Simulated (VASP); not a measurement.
Method: vdW-DF2, VASP's PBE PAW potentials (set 64) (plane waves; VASP).

Input for VASP

INCAR:
```
AGGAC=0.0
ALGO=Normal
EDIFF=1E-6
EDIFFG=-0.01
ENCUT=520
GGA=ML
IBRION=2
ISIF=3
ISMEAR=1
LASPH=T
LCHARG=F
LMAXMIX=4
LREAL=F
LUSE_VDW=T
LWAVE=F
NELM=100
NSW=60
PREC=Accurate
SIGMA=0.1
SYSTEM=InAs
ZAB_VDW=-1.8867
```

### KPOINTS
```
Regular mesh
0
Gamma
  9 9 9
```

File POSCAR:
```
InAs
1.0
  0.0000000000   3.1903229877   3.1903229877
  3.1903229877   0.0000000000   3.1903229877
  3.1903229877   3.1903229877   0.0000000000
In As
1 1
Direct
  0.0000000000   0.0000000000   0.0000000000
  0.2500000000   0.2500000000   0.2500000000
```

POTCAR, in this order: In_d As (PBE.64 set). Program: vasp_std.

Unless said otherwise, spin-orbit coupling is left out, though it shifts the bands of the heavy elements here.

**Question.** Predict the energy per atom (σ→0), volume per atom, band gap (on the k-mesh).

**Answer.** 
```
Item                                                        Result
------------------------  ----------------------------------------
energy per atom (σ→0)                               -1.177 eV/atom
band gap (on the k-mesh)  none (metal, semimetal or under 0.01 eV)
volume per atom                                      32.40 Å³/atom
```

### OSZICAR
```
...
DAV:   1    -0.235379632931E+01   -0.93006E-03   -0.23498E-02  1170   0.307E+00    0.186E-01
DAV:   2    -0.235301088349E+01    0.78545E-03   -0.17589E-03  1100   0.964E-01    0.663E-02
DAV:   3    -0.235288958203E+01    0.12130E-03   -0.41984E-04  1175   0.421E-01    0.363E-02
DAV:   4    -0.235289026610E+01   -0.68407E-06   -0.13590E-05   935   0.396E-02    0.261E-02
DAV:   5    -0.235289156782E+01   -0.13017E-05   -0.18849E-06   929   0.158E-02    0.934E-03
DAV:   6    -0.235289338394E+01   -0.18161E-05   -0.45352E-07   506   0.863E-03    0.112E-03
DAV:   7    -0.235289317058E+01    0.21335E-06   -0.15858E-07   475   0.703E-03
   2 F= -.23528932E+01 E0= -.23530045E+01  d E =-.269173E-04
```

The compound is InAs in the zinc blende structure. This run relaxes it. Symmetry was kept, so distortions that lower it aren't found. The start is the result of an earlier pass.
